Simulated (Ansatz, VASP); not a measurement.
# AlNi: VASP beside Ansatz, part 2 of 2

Aim: how closely do two programs agree when they are given the same cell, functional and k mesh? The cell is taken from a series of runs on this material, whose earlier steps may have relaxed, scaled, displaced or heated it; both programs get it as it stands.

VASP 6.6.1 and Ansatz 0.2.0.

So far: Set-up; VASP: zone-centre phonons, LDA.

**3. Ansatz: zone-centre phonons, LDA**

Level of this step: Ansatz beside VASP: Kohn-Sham DFT, plane waves, LDA (Ansatz).

Ansatz runs on its PAW soft_1 files.

The same cell, functional (in two slightly different forms), mesh and smearing now go to Ansatz, which takes its cutoff from its data sets.

The input, input.yaml:

```yaml
crystal:
  lattice:
    - [2.8166004042, -0.0130029536, 0.0]
    - [-0.0130029536, 2.8166004042, 0.0]
    - [0.0, 0.0, 2.8510222333]
  atoms:
    - { symbol: Al, position: [0.0, 0.0, 0.0] }
    - { symbol: Ni, position: [0.5, 0.5, 0.5] }
kpoints:
  mp_grid: { grid: [16, 16, 16] }
hamiltonian:
  xc: lda
  pseudopotentials: { kind: paw, azcp: { folder: soft_1 }, xc_functional: pbe }
scf:
  occupations: { method: methfessel_paxton, width: 0.2 }
output:
  eigenvalues: true
phonons:
  method: dfpt
```

Command:

```bash
$ ansatz run input.yaml --threads 4 --pin off --max-ram 10240MiB --backend cpu --events-out ev --progress --plain --runs-dir out
```

Numbers of over 12 decimals in the logs are rounded to 6 here.

The program printed:

```text
zone centre: on kpoints.mp_grid the ground state, and the responses unless they are solved on pairs of k-points, stand on 1170 of the mesh's 4096 k-points, reduced under 4 symmetry operations, with k and −k counted as one. Each operation leaves every solved displacement unchanged or reverses it
Engine: ansatz 0.2.0, x86_64-unknown-linux-gnu
Pseudopotentials: kind: paw
Pseudopotential: Al, paw, valence charge 3, recommended cutoff 420 eV (normal), soft_1/Al.paw.azcp
Pseudopotential: Ni, paw, valence charge 18, recommended cutoff 420 eV (normal), soft_1/Ni.paw.azcp
Functional definition: SPW92
  exchange = slater_x
  correlation = pw_c
Crystal: 2 atoms, lattice volume = 22.617 Å³
Basis set: ecut = 420 eV, 461 PW (Γ), exchange–correlation on 40×40×40 points (8 copies of the dense FFT grid, shifted against one another)
Bands: 15, of which v1, the nominal top of the filled ones, is band 11 counted from 1 (10 counted from 0)
Symmetry: 8 space group operations
k-points: 1170 of 4096 (irreducible under 4 space group operations)
Non-local potential: Al, projectors of the file, l = 0: 2, l = 1: 2, l = 2: 1
Non-local potential: Ni, projectors of the file, l = 0: 3, l = 1: 2, l = 2: 3, l = 3: 1
PAW form: soft (Blöchl's): semilocal exchange-correlation on the pseudo side does not see the compensation charge
PAW frozen core: Al, regenerated for the run's functional, and the local potential with it (the file was generated under x = pbe(κ = 0.804, μ = 0.219515), c = pbe(β = 0.066725))
PAW frozen core: Ni, regenerated for the run's functional, and the local potential with it (the file was generated under x = pbe(κ = 0.804, μ = 0.219515), c = pbe(β = 0.066725))
PAW one-centre angular grid: Al, 110 points (default); XC on 64 Gauss nodes
PAW one-centre angular grid: Ni, 590 points (default); XC on 64 Gauss nodes
Initial density: superposition of atomic densities (chi_scale 0.1, normalization cell, long waves kept (reshape's long-wave potential 0.00 eV rms))
Initial wavefunctions: pseudopotential atomic-orbital guess
Functional: x = slater, c = lda
SCF iter   1: F=—  HF=-6288.053830 eV  |F-HF|=—  |Δ(HF+E_count)|=         —  Δρ=7.22e-2  dr2=1.27e0  ethr=3.10e-3  ⟨swp⟩=4.0  Hψ=77772  notcnv=0
preconditioner: auto → none  [metal: Δε(μ)=0.003 eV  Ē_g=10.540 eV  σ=0.200 eV  W_gap=0.01  n_scr=6 (ndim 8)  ℏωp=28.2 eV  f_vac=0.000  D(μ)=0.56/eV (n_scr^D=0)  sad-step TF]
SCF iter   2: F=—  HF=-6287.881470 eV  |F-HF|=—  |Δ(HF+E_count)|=   1.72e-1  S|Δr|=    0.00e0  Δρ=5.69e-2  dr2=8.14e-1  ethr=3.10e-3  ⟨swp⟩=2.0  Hψ=31344  notcnv=0  defer=273
SCF iter   3: F=—  HF=-6287.684663 eV  |F-HF|=—  |Δ(HF+E_count)|=   1.97e-1  S|Δr|=    0.00e0  Δρ=1.63e-2  dr2=6.13e-2  ethr=3.10e-3  ⟨swp⟩=2.0  Hψ=22255  notcnv=0  defer=273
SCF iter   4: F=—  HF=-6287.672858 eV  |F-HF|=—  |Δ(HF+E_count)|=   1.18e-2  S|Δr|=    0.00e0  Δρ=4.33e-3  dr2=2.32e-3  ethr=2.92e-4  ⟨swp⟩=1.4  Hψ=27425  notcnv=0  defer=257
SCF iter   5: F=—  HF=-6287.672882 eV  |F-HF|=—  |Δ(HF+E_count)|=   2.39e-5  S|Δr|=    0.00e0  Δρ=1.73e-3  dr2=3.16e-4  ethr=1.11e-5  ⟨swp⟩=2.2  Hψ=24325  notcnv=0  defer=257
SCF iter   6: F=—  HF=-6287.672793 eV  |F-HF|=—  |Δ(HF+E_count)|=   8.93e-5  S|Δr|=    0.00e0  Δρ=4.54e-4  dr2=2.29e-5  ethr=1.50e-6  ⟨swp⟩=2.3  Hψ=25533  notcnv=0  defer=257
SCF iter   7: F=—  HF=-6287.672785 eV  |F-HF|=—  |Δ(HF+E_count)|=   7.63e-6  S|Δr|=    0.00e0  Δρ=5.86e-5  dr2=3.95e-7  ethr=1.09e-7  ⟨swp⟩=2.2  Hψ=24210  notcnv=0  defer=257
SCF iter   8: F=—  HF=-6287.672801 eV  |F-HF|=—  |Δ(HF+E_count)|=   1.56e-5  S|Δr|=    0.00e0  Δρ=4.16e-6  dr2=2.23e-9  ethr=1.88e-9  ⟨swp⟩=2.2  Hψ=24867  notcnv=0  defer=257
SCF iter   9: F=-6287.672801 eV  HF=-6287.672801 eV  |F-HF|=6.37e-12  |Δ(HF+E_count)|=  3.61e-10  S|Δr|=    0.00e0  Δρ=2.00e-7  dr2=5.01e-12  ethr=1.00e-12  ⟨swp⟩=5.3  Hψ=90229  notcnv=0
SCF 1 converged in 9 iterations: F = -6287.672801 eV  dr2 = 5.01e-12
  greatest PAW one-centre occupation: 1.001 electrons in one spin orbital (limit 2), on the Ni atom at site 1 (counted from 0), in its partial waves of l = 1
DFPT response loops at Γ: preconditioner auto → Kerker (q_TF=auto, 2.695 Å⁻¹) (partly filled bands, converged f_vac=0.000); β = 1.00, the filter's whole step (`scf.mixing.beta` (0.50) is not read by the response loops under this deck's `scf.mixing.preconditioner`; to damp them name `kerker` or `kerker_dos`, under which they read `scf.mixing.beta`, and type it under 1.00, their step now; both keys bind the ground state too); Broyden in place of MSR1
SCF converged after 9 iterations
Stability not checked: this state was not tested for a lower state beside it, because cold or Methfessel-Paxton smearing, or corrected tetrahedra, fill the levels in a way that the test cannot read (fill_not_monotonic; see scf.lower_state_search)
Free energy (F): -6287.672801 eV
Harris-Foulkes:  -6287.672801 eV  (|F-HF|=6.37e-12)
Internal energy: -6287.673659 eV  (E = F + TS)
E sigma→0 (E₀):  -6287.673015 eV
Entropy (-TS):   0.000858 eV (0.429 meV/atom)
Fermi energy:    14.501147 eV
--- Per-component energies (eV) ---
  E_band       = -324.902594
  E_kinetic    = 371.128444
  E_local      = -3674.231536  (includes V_loc(G=0)·N_el)
  E_nonlocal   = -101.776696
  E_hartree    = 1932.702868
  E_xc         = -152.507523
  E_vxc        = -178.788046  (∫ρ·V_xc dr)
  E_paw        = -2037.649567  (= ΣΔE_a)
  E_vpaw       = -606.641146  (= ΣTr[D̂ρ^β])
  E_aug_tail   = 0.000840  (compensation charges beyond the density's cutoff)
  E_ewald      = -2625.830326
  E_core_change = 0.489838  (= ΣΔE_core)
  E_smearing   = 0.000858  (= −TS)
  E_closure    = -0.000000  (closes the sum)
  Σ components = -6287.672801   (vs F -6287.672801, Δ=0.00e0)
--- Band table (eV; the first three rows and the last of 1170) ---
  k-point 0: bands = [... 7 lower, 12.8083, 12.8346, 12.8604, 19.8930, 20.3113, 20.3730, 22.8085, 22.9104]
  k-point 1: bands = [... 7 lower, 12.7757, 12.8025, 12.8639, 19.1332, 20.4084, 20.4691, 22.9095, 23.5242]
  k-point 2: bands = [... 7 lower, 12.6854, 12.7138, 12.8738, 17.7672, 20.6923, 20.7504, 22.9066, 24.7265]
  k-point 1169: bands = [... 7 lower, 13.4254, 13.4611, 16.3883, 16.4223, 16.5220, 18.5983, 19.1545, 19.2653]
--- Phonons (Γ-DFPT): 4 representative perturbations + reference, on 1170 of 4096 k-points (Σ response iterations 12) ---
  k mesh reduced under 4 symmetry operations, with k and −k counted as one. Each operation leaves every solved displacement unchanged or reverses it
  ASR residual: 1.414e-4 → 0.000e0 eV/Å²; symmetrization residual: 8.998e-7 eV/Å²
  ASR residual per site (eV/Å²): 7.03e-6 1.41e-4
  Γ frequencies (cm⁻¹): 0.00 0.00 0.00 302.85 310.52 315.92
  non-analytic LO–TO correction: not included (Born effective charges unavailable; polar crystals: no LO–TO splitting at Γ)
```

**4. Differences**

Known differences besides the potentials themselves: the data sets hold 21 valence electrons in Ansatz (on its PAW soft_1 files) and 13 in VASP; the cutoff is 420 eV in Ansatz and 600 eV in VASP; VASP's log shows a relativistic correction to its local exchange, Ansatz's none. Total energies have different zeros and are not compared.

Both answers:

| quantity | Ansatz | VASP | difference |
| --- | --- | --- | --- |
| optical mode 1 (cm⁻¹) | 302.9 | 304.8 | -0.64 % |
| optical mode 2 (cm⁻¹) | 310.5 | 312.6 | -0.68 % |
| optical mode 3 (cm⁻¹) | 315.9 | 317.9 | -0.61 % |

Modes are paired by rising frequency, not by their patterns, so a pair may set unlike modes beside each other; they are those without the splitting of longitudinal modes.

**5. Results**

| Item | Value |
| --- | --- |
| r.m.s. difference of the optical zone-centre modes, each program's sorted by frequency (zone-centre phonons, LDA) | 2.0 cm⁻¹ |
| difference in optical mode 2 (zone-centre phonons, LDA) | -0.7 % |

**Reading.** The r.m.s. difference of the optical zone-centre modes, each program's sorted by frequency is 2.0 cm⁻¹ (zone-centre phonons, LDA). The data sets hold unlike numbers of valence electrons (21 in Ansatz and 13 in VASP), so part of the differences may come from the potentials. Among the rows given in per cent, the largest difference of the zone-centre phonons, LDA pair is in optical mode 2, -0.7 %. How closely two codes agree says nothing of how well the functional describes the real material.

[Lines on the potential files, build, host, timing and source positions are cut from VASP's logs without a mark.]

[Logs are printed without paths, hosts, clocks, repeated set-up lines and the standing remarks that a program may print on its own settings, such as how far it seeks lower states.]

[Hosts, paths, dates, database ids (printed as entryN), source tags and the programs' standing remarks are cut or masked in the printed files.]
